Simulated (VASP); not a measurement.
VASP input:

### POSCAR
```
WC
1.0
  0.0000000000   2.1861841572   2.1861841572
  2.1861841572   0.0000000000   2.1861841572
  2.1861841572   2.1861841572   0.0000000000
C W
1 1
Cartesian
  0.0000000000   0.0000000000   0.0000000000
  2.1861841572   2.1861841572   2.1861841572
```

**INCAR**
```
SYSTEM=WC
PREC=Accurate; ENCUT=520; LREAL=F
LASPH=T
EDIFF=1E-6; NELM=100; ALGO=Normal
LMAXMIX=6; LMIXTAU=T
ISMEAR=1; SIGMA=0.1
METAGGA=R2SCAN
IBRION=2; NSW=60; ISIF=3
EDIFFG=-0.01
LWAVE=F; LCHARG=F
```

### KPOINTS
```
Automatic mesh
0
Gamma
13 13 13
0 0 0
```

POTCAR, in this order: C W_sv (PBE.64 set). Program: vasp_std.

Write an equivalent input for Ansatz.

One equivalent input (not run):
Ansatz 0.2 input:
```yaml
crystal:
  lattice:
    - [0.0000000, 2.1861842, 2.1861842]
    - [2.1861842, 0.0000000, 2.1861842]
    - [2.1861842, 2.1861842, 0.0000000]
  atoms:
    - { symbol: C, position: [0.0000000, 0.0000000, 0.0000000] }
    - { symbol: W, position: [0.5000000, 0.5000000, 0.5000000] }
kpoints:
  mp_grid: { grid: [13, 13, 13] }
hamiltonian:
  xc: r2scan
  pseudopotentials: { kind: paw }
scf:
  occupations: { method: methfessel_paxton, width: 0.1 }
  max_iter: 100
relax:
  max_steps: 60
  f_tol: 0.01
  cell: {}
output: { forces: true, stress: true, eigenvalues: true }
```
The two are equivalent in intent, not identical: each code has its own PAW files, so the cut-off isn't converted (ENCUT is set for VASP's; basis.ecutwfc is left out, and Ansatz then takes the one that its files recommend); Ansatz stops its SCF on the density residual and VASP on the energy change (EDIFF).

The structure was generated: WC was put into the rocksalt type (Fm-3m), which need not be its known phase. This run relaxes it. Symmetry was kept, so distortions that lower it aren't found. The start is the result of an earlier pass.
